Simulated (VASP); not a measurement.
Data:

```
CELL_PARAMETERS angstrom
     -2.68640     2.68640     5.38121
      2.68640    -2.68640     5.38121
      2.68640     2.68640    -5.38121
ATOMIC_POSITIONS crystal
  Cu 0.00000 0.00000 0.00000
  Cu 0.75000 0.25000 0.50000
  Zn 0.25000 0.75000 0.50000
  Ge 0.50000 0.50000 0.00000
  S  0.62900 0.62800 0.51300
  S  0.11500 0.11600 0.48700
  S  0.37200 0.88500 0.00100
  S  0.88400 0.37100 0.99900
```

The numbers are results of PBE GGA, VASP's PBE PAW potentials (set 64) (plane waves; VASP 6.6.1), not measurements. Settings: 300 eV cut-off, 4×4×4 Γ-centred mesh, Gaussian smearing of 0.10 eV, potentials Cu Zn Ge_d S.

Q: Give the energies of bands 27 to 40 at the high-symmetry points, in eV from the valence-band maximum.

A: 
```
band      Γ      X      P      N      M      S      R
----  -----  -----  -----  -----  -----  -----  -----
27    -2.32  -2.03  -2.06  -2.04  -2.48  -2.06  -2.04
28    -2.16  -1.98  -2.06  -2.01  -2.03  -2.05  -2.00
29    -1.95  -1.92  -1.89  -1.91  -2.01  -1.91  -1.93
30    -1.73  -1.76  -1.76  -1.80  -1.91  -1.77  -1.85
31    -1.66  -1.41  -1.41  -1.67  -1.31  -1.68  -1.48
32    -1.66  -1.33  -1.39  -1.40  -1.17  -1.56  -1.32
33    -1.51  -0.85  -0.79  -1.21  -1.17  -1.37  -0.87
34    -0.07  -0.70  -0.78  -1.14  -1.13  -1.14  -0.76
35    -0.07  -0.50  -0.61  -1.07  -0.88  -0.71  -0.67
36     0.00  -0.39  -0.57  -0.54  -0.88  -0.57  -0.58
37     0.09   0.20   0.49   1.15   0.87   1.02   0.43
38     1.96   2.46   2.87   2.93   2.03   2.42   2.62
39     2.83   2.95   3.02   3.13   2.03   2.99   3.31
40     3.46   3.80   3.46   4.02   2.23   3.81   3.65
```

The gap is direct, 0.09 eV, from the valence maximum at Γ to the conduction minimum at Γ.

The structure was generated: ZnCu2GeS4 was put into an ordered model structure, which need not be its known phase. The cell was not relaxed at this level.
